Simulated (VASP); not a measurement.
Consider the following.

```
AgBr
1.0
    0.00000     2.85163     2.85163
    2.85163     0.00000     2.85163
    2.85163     2.85163     0.00000
Ag Br
1 1
Direct
  0.00000   0.00000   0.00000
  0.50000   0.50000   0.50000
```

Level of theory: vdW-DF-cx, VASP's PBE PAW potentials (set 64) (plane waves; VASP). Settings: 520 eV cut-off, Gaussian smearing of 0.050 eV, potentials Ag Br.

Give the energies of bands 2 to 11 at the high-symmetry points, in eV from the valence-band maximum.

```tsv
band	Γ	X	U	L	W
2	-2.91	-4.45	-4.37	-5.47	-4.35
3	-2.91	-3.20	-4.30	-4.31	-4.11
4	-2.91	-2.94	-3.92	-4.31	-4.11
5	-2.90	-2.94	-2.75	-2.58	-2.47
6	-2.90	-2.73	-2.53	-2.58	-2.45
7	-2.00	-2.47	-2.30	-2.23	-2.37
8	-2.00	-2.47	-2.10	0.00	-2.37
9	-2.00	-2.35	-1.26	0.00	-1.61
10	0.57	1.47	2.87	3.60	3.75
11	9.87	6.97	6.77	6.63	7.07
```

The gap is indirect, 0.57 eV, from the valence maximum at L to the conduction minimum at Γ.

The compound is AgBr in the rock salt structure. It was relaxed first.
